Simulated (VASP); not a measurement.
Energy against volume of Tl (hcp). These are RPBE GGA, VASP's PBE PAW potentials (set 64) (plane waves; VASP) values and carry that method's errors. Numerical set-up: 520 eV cut-off, 12×12×7 Γ-centred mesh, first-order Methfessel-Paxton smearing of 0.10 eV, potentials Tl_d.

Shape and ions are relaxed at each volume.

```
V (Å³/atom)  E (eV/atom)
-----------  -----------
32.530          -1.83670
33.536          -1.83970
34.542          -1.83887
35.548          -1.83493
```

**Question.** Fit these four points and predict the energy of the run at 31.524 Å³/atom.

**Answer.** A cubic in V^(−2/3), the third-order Birch-Murnaghan form, passes through the four points with V0 = 33.79 Å³/atom and B0 = 19 GPa, and gives -1.8290 eV/atom there. The run gave -1.8290 eV/atom, -0.0 meV/atom from the fit; all five points give B0 = 19 GPa.

The compound is Tl in the hcp structure. It was relaxed first, which changed the volume by +18 %.
